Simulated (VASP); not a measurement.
Crystal: BaH4.

```
Ba H
1.0
     2.29082    1.32260    3.53625
    -2.29082    1.32260    3.53625
     0.00000   -2.64521    3.53625
Ba H
1 4
Direct
  0.00000 0.00000 0.00000
  0.74087 0.74087 0.74087
  0.25913 0.25913 0.25913
  0.46369 0.46369 0.46369
  0.53631 0.53631 0.53631
```

The cell was built by a generator and needn't be a form met in nature.

```yaml
Program: VASP 6.6.1
Task: relaxation of cell and atoms
Functional: PBE
Dispersion: MBD-FI
Potentials_or_basis: VASP PAW PBE potentials, release 64 (Ba_sv, H)
Cutoff: 600 eV
k_mesh: 5 × 5 × 5
Occupations: fermi-dirac, width 0.05 eV
Spin: no spin polarisation
```

At the start: pressure -2.8 GPa; volume 12.86 Å³/atom.

**Question.** How do energy, volume and symmetry change on relaxing?

**Answer.** Over 14 steps the energy falls by 2.4 meV/atom and the volume is 11.63 Å³/atom (-9.5 %); space group R-3m (No. 166, to 0.05 Å).

Step by step:
```tsv
step	energy change (eV)	largest force (eV/Å)	pressure (GPa)	volume (Å³)
1	0.0000	0.0811	-2.80	64.29
2	-0.0168	0.1204	-1.94	62.22
3	0.0006	0.2202	0.49	57.86
4	-0.0067	0.2073	0.11	58.44
5	-0.0120	0.5023	-0.43	58.25
6	-0.0109	0.0384	-0.06	58.38
7	-0.0105	0.0380	-0.04	58.38
8	-0.0106	0.0378	-0.04	58.33
9	-0.0102	0.0371	0.01	58.17
10	-0.0102	0.0370	0.03	58.15
11	-0.0106	0.0237	0.01	58.15
12	-0.0116	0.0162	-0.01	58.16
13	-0.0132	0.1011	-0.11	58.14
14	-0.0122	0.0010	-0.02	58.15
```

Final structure:
```xyz
5
Lattice="2.2245 1.2843 3.3925 -2.2245 1.2843 3.3925 0.0000 -2.5687 3.3925" Properties=species:S:1:pos:R:3 pbc="T T T"
Ba    0.0000    0.0000    0.0000
H     0.0000    0.0000    7.5143
H     0.0000    0.0000    2.6630
H     0.0000    0.0000    4.6994
H     0.0000    0.0000    5.4779
```
